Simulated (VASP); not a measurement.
# VMoS3 (Cmmm) in VASP: relaxation of cell and atoms with PBE

Aim: the relaxation of cell and atoms of VMoS3 with PBE.

All numbers are computed with VASP 6.6.1; they aren't measurements. Logs are shortened: lines on timing, memory, paths and dates and some standing lists are left out, and cuts for length are marked.

## Step 1: The crystal as given

Symmetry: Cmmm, No. 65, orthorhombic system. Conventional cell: a = 6.950 Å, b = 7.378 Å, c = 3.924 Å, α = 90.00°, β = 90.00°, γ = 90.00°. V (site symmetry mmm) has 2 S at 1.96 Å as nearest neighbours. Around Mo (site symmetry mmm) lie 8 S at 3.20 Å and 2 V at 3.47 Å. S (site symmetry 2/m) has 2 S at 2.53 Å as nearest neighbours. S (site symmetry mmm) has 2 V at 1.96 Å as nearest neighbours.

The cell was built by a generator and needn't be a form met in nature.

## Step 2: Relaxation of cell and atoms, PBE, collinear spin, ferromagnetic start

Input file INCAR:

```
PREC = Normal
ENCUT = 520
EDIFF = 1E-4
ISMEAR = 0
SIGMA = 0.15
LREAL = False
LASPH = True
NELM = 60
ALGO = Fast
ISIF = 3
LWAVE = False
LCHARG = False
ISPIN = 2
MAGMOM = 2 1 0 0 0
LORBIT = 11
LMAXMIX = 4
GGA = PE
IBRION = 2
NSW = 24
EDIFFG = -0.08
```

Input file KPOINTS:

```
regular mesh
0
Gamma
  3 3 4
```

Input file POSCAR:

```
VMoS3
1.0
    3.4749781000     -3.6889221300      0.0000000000
    3.4749781000      3.6889221300      0.0000000000
    0.0000000000      0.0000000000      3.9240296000
V Mo S
1 1 3
Direct
    0.0000000000      0.0000000000      0.0000000000
    0.5000000000      0.5000000000      0.0000000000
    0.0000000000      0.5000000000      0.5000000000
    0.5000000000      0.0000000000      0.5000000000
    0.0000000000      0.0000000000      0.5000000000
```

Potentials or basis: VASP PAW PBE potentials, release 64 (V_sv, Mo_sv, S).

Command:

```sh
$ cat potpaw_PBE.64/V_sv/POTCAR potpaw_PBE.64/Mo_sv/POTCAR potpaw_PBE.64/S/POTCAR > POTCAR
$ mpirun -np 1 vasp_std > vasp.out
```

OUTCAR:

```text
PREC = Normal
   ENCUT = 520
   EDIFF = 1E-4
   ISMEAR = 0
   LREAL = False
   LASPH = True
   NELM = 60
   ISIF = 3
   ISPIN = 2
   LORBIT = 11
   GGA = PE
   IBRION = 2
   NSW = 24
   EDIFFG = -0.08

 ion  position               nearest neighbor table
   1  0.000  0.000  0.000-   5 1.96   5 1.96
   2  0.500  0.500  0.000-
   3  0.000  0.500  0.500-   5 2.53   5 2.53
   4  0.500  0.000  0.500-   5 2.53   5 2.53
   5  0.000  0.000  0.500-   1 1.96   1 1.96   4 2.53   3 2.53   3 2.53   4 2.53

  LATTYP: Found a base centered orthorhombic cell.
 ALAT       =     6.9499562000
 B/A-ratio  =     1.0615670153
 C/A-ratio  =     0.5646121338

  Lattice vectors:

 A1 = (   3.4749781000,  -3.6889221300,   0.0000000000)
 A2 = (   3.4749781000,   3.6889221300,   0.0000000000)
 A3 = (   0.0000000000,   0.0000000000,   3.9240296000)

Analysis of symmetry for initial positions (statically):
=====================================================================
 Subroutine PRICEL returns:
 Original cell was already a primitive cell.

 Routine SETGRP: Setting up the symmetry group for a
 base centered orthorhombic supercell.

 Subroutine GETGRP returns: Found  8 space group operations
 (whereof  8 operations were pure point group operations)
 out of a pool of  8 trial point group operations.

The static configuration has the point symmetry D_2h.

Analysis of symmetry for dynamics (positions and initial velocities):
=====================================================================
 Subroutine PRICEL returns:
 Original cell was already a primitive cell.

 Routine SETGRP: Setting up the symmetry group for a
 base centered orthorhombic supercell.

 Subroutine GETGRP returns: Found  8 space group operations
 (whereof  8 operations were pure point group operations)
 out of a pool of  8 trial point group operations.

The dynamic configuration has the point symmetry D_2h.

Analysis of structural, dynamic, and magnetic symmetry:
=====================================================================
 Subroutine PRICEL returns:
 Original cell was already a primitive cell.

 Routine SETGRP: Setting up the symmetry group for a
 base centered orthorhombic supercell.

 Subroutine GETGRP returns: Found  8 space group operations
 (whereof  8 operations were pure point group operations)
 out of a pool of  8 trial point group operations.

The overall configuration has the point symmetry D_2h.

 Subroutine INISYM returns: Found  8 space group operations
 (whereof  8 operations are pure point group operations),
 and found     1 'primitive' translations

----------------------------------------------------------------------------------------

                                     Primitive cell

  volume of cell :     100.6037

  direct lattice vectors                    reciprocal lattice vectors
     3.474978100 -3.688922130  0.000000000     0.143885799 -0.135540947  0.000000000
     3.474978100  3.688922130  0.000000000     0.143885799  0.135540947  0.000000000
     0.000000000  0.000000000  3.924029600     0.000000000  0.000000000  0.254840076

  length of vectors
     5.067900875  5.067900875  3.924029600     0.197672637  0.197672637  0.254840076

  position of ions in fractional coordinates (direct lattice)
     0.000000000  0.000000000  0.000000000
     0.500000000  0.500000000  0.000000000
     1.000000000  0.500000000  0.500000000
     0.500000000  1.000000000  0.500000000
     0.000000000  0.000000000  0.500000000

  ion indices of the primitive-cell ions
   primitive index   ion index
                 1           1
                 2           2
                 3           3
                 4           4
                 5           5

----------------------------------------------------------------------------------------

 KPOINTS: regular mesh

Automatic generation of k-mesh.
 Grid dimensions read from file:
 generate k-points for:    3    3    4

 Generating k-lattice:

  Cartesian coordinates                     Fractional coordinates (reciprocal lattice)
     0.047961933 -0.045180316  0.000000000     0.333333333 -0.000000000  0.000000000
     0.047961933  0.045180316  0.000000000    -0.000000000  0.333333333  0.000000000
     0.000000000  0.000000000  0.063710019     0.000000000  0.000000000  0.250000000

  Length of vectors
     0.065890879  0.065890879  0.063710019

  Shift w.r.t. Gamma in fractional coordinates (k-lattice)
     0.000000000  0.000000000  0.000000000

 Subroutine IBZKPT returns following result:
 ===========================================

 Found     12 irreducible k-points:

 Following reciprocal coordinates:
            Coordinates               Weight
  0.000000  0.000000  0.000000      1.000000
  0.333333 -0.000000  0.000000      4.000000
  0.333333  0.333333  0.000000      2.000000
 -0.333333  0.333333  0.000000      2.000000
  0.000000  0.000000  0.250000      2.000000
  0.333333 -0.000000  0.250000      8.000000
  0.333333  0.333333  0.250000      4.000000
 -0.333333  0.333333  0.250000      4.000000
  0.000000  0.000000  0.500000      1.000000
  0.333333 -0.000000  0.500000      4.000000
  0.333333  0.333333  0.500000      2.000000
 -0.333333  0.333333  0.500000      2.000000
   k-points           NKPTS =     12   k-points in BZ     NKDIM =     12   number of bands    NBANDS=     29
   number of dos      NEDOS =    301   number of ions     NIONS =      5
   total plane-waves  NPLWV =  18816
   dimension x,y,z NGX =    28 NGY =   28 NGZ =   24
   dimension x,y,z NGXF=    56 NGYF=   56 NGZF=   48
   ions per type =               1   1   3
   NGX,Y,Z   is equivalent  to a cutoff of   9.19,  9.19, 10.17 a.u.
   NGXF,Y,Z  is equivalent  to a cutoff of  18.37, 18.37, 20.34 a.u.
 SYSTEM =  unknown system
   PREC   = normal    normal or accurate (medium, high low for compatibility)
   ISTART =      0    job   : 0-new  1-cont  2-samecut
   ICHARG =      2    charge: 1-file 2-atom 10-const
   ISPIN  =      2    spin polarized calculation?
   LNONCOLLINEAR =      F non collinear calculations
   LSORBIT =      F    spin-orbit coupling
   LASPH  =      T    aspherical Exc in radial PAW
   ENCUT  =  520.0 eV  38.22 Ry    6.18 a.u.   9.42  9.42  7.30*2*pi/ulx,y,z
   NELM   =     60;   NELMIN=  2; NELMDL= -5     # of ELM steps
   EDIFF  = 0.1E-03   stopping-criterion for ELM
   LREAL  =      F    real-space projection
   EDIFFG = -.8E-01   stopping-criterion for IOM
   NSW    =     24    number of steps for IOM
   IBRION =      2    ionic relax: 0-MD 1-quasi-New 2-CG
   NFREE  =      1    steps in history (QN), initial steepest desc. (CG)
   ISIF   =      3    stress and relaxation
   ISYM   =      2    0-nonsym 1-usesym 2-fastsym
   POTIM  = 0.5000    time-step for ionic-motion
   TEBEG  =    0.0;   TEEND  =   0.0 temperature during run
   PSTRESS=    0.0 pullay stress
   NELECT =      45.0000    total number of electrons
   NUPDOWN=      -1.0000    fix difference up-down
   EMIN   =  10.00;   EMAX   =-10.00  energy-range for DOS
   EFERMI =   0.00;   METHOD = LEGACY
   ISMEAR =     0;   SIGMA  =   0.15  broadening in eV -4-tet -1-fermi 0-gaus
   EFERMI_NEDOS =   21; number of points for ismear=-14 and -15
   IALGO  =     68    algorithm
   IMIX   =      4    mixing-type and parameters
     AMIX     =   0.40;   BMIX     =  1.00
     AMIX_MAG =   1.60;   BMIX_MAG =  1.00
  volume/ion in A,a.u.               =      20.12       135.78
  Fermi-wavevector in a.u.,A,eV,Ry     =   1.252010  2.365955 21.327520  1.567529
  Thomas-Fermi vector in A             =   2.385930
   LORBIT       =     11    0 simple, 1 ext, 2 COOP (PROOUT), +10 PAW based schemes
   GGA     = PE    functional components
   LHFCALC =     F    Hartree Fock is set to
   AEXX    =    0.0000 exact exchange contribution
   IVDW    =     0    specifies the selected vdW correction
   LEPSILON=     F    determine dielectric tensor
   LRPA    =     F    only Hartree local field effects (RPA)
 conjugate gradient relaxation of ions
 spin polarized calculation
 RMM-DIIS sequential band-by-band and
 Gauss-broadening in eV      SIGMA  =   0.15
  energy-cutoff  :      520.00
  volume of cell :      100.60
 maximum number of plane-waves:      2726
   NGX = 19   NGY = 19   NGZ = 15

--------------------------------------- Ionic step        1  -------------------------------------------

 number of electron      45.0000076 magnetization       5.1150441

 Free energy of the ion-electron system (eV)
  ---------------------------------------------------
  ext. energy  EPLUGINS =         0.00000000
  ---------------------------------------------------
  free energy    TOTEN  =       -25.82654465 eV

  energy without entropy =      -25.77934602  energy(sigma->0) =      -25.80294534

------------------------ aborting loop because EDIFF is reached ----------------------------------------

  FORCE on cell =-STRESS in cart. coord.  units (eV):
  Direction    XX          YY          ZZ          XY          YZ          ZX
  --------------------------------------------------------------------------------------
  -------------------------------------------------------------------------------------
  Total       -1.7037859     -2.8558265     14.1884366     -0.0000000      0.0000000      0.0000000
  in kB      -27.1338722    -45.4808500    225.9598594     -0.0000000      0.0000000      0.0000000
  external PRESSURE =      51.1150457 kB  Pullay stress =       0.0000000 kB
[... 26 lines left out ...]
--------------------------------------- Ionic step        2  -------------------------------------------

 number of electron      45.0000001 magnetization       6.6193807

 E-fermi :   5.6148     XC(G=0):  -9.8904

 val. band max:        5.5892714346   @ k =   0.3333  -0.0000   0.5000
 cond. band min:       5.6193566250   @ k =   0.3333  -0.0000   0.0000
 fundamental gap:      0.0300851905
 Fermi energy:         5.6147591283

 spin component 1

 k-point     1 :       0.0000    0.0000    0.0000
  band No.  band energies     occupation
      1     -59.3953      1.00000
      2     -56.3714      1.00000
      3     -33.3528      1.00000
      4     -33.3174      1.00000
      5     -33.2511      1.00000
      6     -30.5789      1.00000
[... 373 lines left out ...]
     28       6.6069      0.00000
     29       7.0825      0.00000
 Fermi energy:         5.6147591283

 spin component 2

 k-point     1 :       0.0000    0.0000    0.0000
  band No.  band energies     occupation
      1     -57.1060      1.00000
      2     -54.0979      1.00000
      3     -31.3828      1.00000
      4     -30.8789      1.00000
      5     -30.8445      1.00000
      6     -28.0723      1.00000
[... 444 lines left out ...]
  FREE ENERGIE OF THE ION-ELECTRON SYSTEM (eV)
  ---------------------------------------------------
  free  energy   TOTEN  =       -26.3393508652 eV

  energy  without entropy=      -26.2853074162  energy(sigma->0) =      -26.31232914

[... ionic steps 4 to 8 ...]

--------------------------------------- Ionic step        9  -------------------------------------------

 number of electron      45.0000093 magnetization       6.2055066

------------------------ aborting loop because EDIFF is reached ----------------------------------------
[... 73 lines left out ...]
--------------------------------------- Ionic step       11  -------------------------------------------

 number of electron      45.0000076 magnetization       6.1406008

 Free energy of the ion-electron system (eV)
  ---------------------------------------------------
  ext. energy  EPLUGINS =         0.00000000
  ---------------------------------------------------
  free energy    TOTEN  =       -26.36376098 eV

  energy without entropy =      -26.30809894  energy(sigma->0) =      -26.33592996

 E-fermi :   6.3452     XC(G=0): -10.2117

 val. band max:        6.3363081657   @ k =   0.0000   0.0000   0.0000
 cond. band min:       6.3478914169   @ k =  -0.3333   0.3333   0.2500
 fundamental gap:      0.0115832512
 Fermi energy:         6.3451867379

 spin component 1

 k-point     1 :       0.0000    0.0000    0.0000
  band No.  band energies     occupation
      1     -58.6427      1.00000
      2     -55.7044      1.00000
      3     -32.6006      1.00000
      4     -32.5921      1.00000
      5     -32.5339      1.00000
      6     -29.8984      1.00000
[... 373 lines left out ...]
     28       7.4227      0.00000
     29       7.9545      0.00000
 Fermi energy:         6.3451867379

 spin component 2

 k-point     1 :       0.0000    0.0000    0.0000
  band No.  band energies     occupation
      1     -56.6470      1.00000
      2     -53.5050      1.00000
      3     -30.9804      1.00000
      4     -30.4063      1.00000
      5     -30.4000      1.00000
      6     -27.4643      1.00000
[... 405 lines left out ...]
  FREE ENERGIE OF THE ION-ELECTRON SYSTEM (eV)
  ---------------------------------------------------
  free  energy   TOTEN  =       -26.3637609817 eV

  energy  without entropy=      -26.3080989413  energy(sigma->0) =      -26.33592996

 reached required accuracy - stopping structural energy minimisation

 total charge

# of ion       s       p       d       tot
------------------------------------------
    1        2.204   6.161   3.214  11.580
    2        2.146   6.005   3.800  11.951
    3        1.406   2.160   0.000   3.565
    4        1.406   2.160   0.000   3.565
    5        1.385   2.343   0.000   3.728
--------------------------------------------------
tot          8.546  18.830   7.014  34.390

 magnetization (x)

# of ion       s       p       d       tot
------------------------------------------
    1        0.022   0.024   1.996   2.042
    2        0.068   0.033   3.261   3.362
    3        0.008  -0.095   0.000  -0.087
    4        0.008  -0.095   0.000  -0.087
    5       -0.008  -0.142   0.000  -0.150
--------------------------------------------------
tot          0.099  -0.275   5.257   5.081
```

It took 3.6 min on 1 thread of Intel Xeon Platinum 8488C (Sapphire Rapids), shared host; peak memory 0.21 GiB.

Results:

| Quantity | Value |
| --- | --- |
| Free energy | -26.3638 eV |
| Relaxed volume | 20.44 Å³/atom |
| Relaxed cell | a = 4.915 Å, b = 4.915 Å, c = 4.231 Å, α = 90.00°, β = 90.00°, γ = 89.56° |
| Space group after relaxing (to 0.05 Å) | Cmmm (No. 65) |
| Energy gained by relaxing | 107.4 meV/atom |
| Ionic steps | 11 |
| Pressure after relaxing | -0.1 GPa |
| Band gap on the k mesh | none (metal or under the smearing width) |
| Net moment | 6.14 μB per cell |
| Site moments | V +2.04; Mo +3.36; S -0.09, -0.15 μB |
| Valence electrons inside the program's atomic spheres | V 11.58; Mo 11.95; S 3.56, 3.73 |

The path:
```csv
step,energy change (eV),largest force (eV/Å),pressure (GPa),volume (Å³)
1,0.0000,0.0000,5.11,100.60
2,-0.3143,0.0000,-4.31,109.40
3,-0.5128,0.0000,-0.86,105.70
4,-0.5129,0.0000,-0.45,105.60
5,-0.5126,0.0000,-0.09,105.50
6,-0.5201,0.0000,-0.37,105.18
7,-0.5336,0.0000,-0.30,104.19
8,-0.5353,0.0000,0.00,103.71
9,-0.5355,0.0000,-0.38,103.57
10,-0.5371,0.0000,-0.48,103.64
11,-0.5372,0.0000,-0.13,102.21
```

Final structure:
```xyz
5
Lattice="3.4886 -3.4620 0.0000 3.4886 3.4620 0.0000 0.0000 0.0000 4.2312" Properties=species:S:1:pos:R:3 pbc="T T T"
V     0.0000    0.0000    0.0000
Mo    3.4886    0.0000    0.0000
S     1.7443    1.7310    2.1156
S     1.7443   -1.7310    2.1156
S     0.0000    0.0000    2.1156
```

Levels at points of the mesh, in eV from the Fermi level:
Spin up:
| k point | band 22 | band 23 | band 24 | band 25 | band 26 | band 27 | band 28 | band 29 |
| --- | --- | --- | --- | --- | --- | --- | --- | --- |
| (0.00, 0.00, 0.00) | -1.72 | -1.20 | -1.02 | -0.87 | -0.84 | -0.08 | 0.33 | 0.84 |
| (0.00, 0.00, 0.50) | 0.17 | 0.18 | 0.35 | 0.57 | 0.58 | 0.67 | 1.41 | 1.43 |
Spin down:
| k point | band 18 | band 19 | band 20 | band 21 | band 22 | band 23 |
| --- | --- | --- | --- | --- | --- | --- |
| (0.00, 0.00, 0.00) | -1.04 | -0.84 | -0.07 | -0.01 | 0.01 | 0.46 |
| (0.00, 0.00, 0.50) | -2.52 | 0.28 | 1.59 | 1.76 | 1.76 | 2.21 |

Caveat: the k mesh is coarse (spacing up to 0.41 Å⁻¹), so the values aren't converged; the relaxation stopped at a loose force limit of 0.08 eV/Å, so its end isn't a converged minimum. With open d or f shells a metallic result of PBE can be an artefact of self-interaction; +U or a hybrid may open a gap.
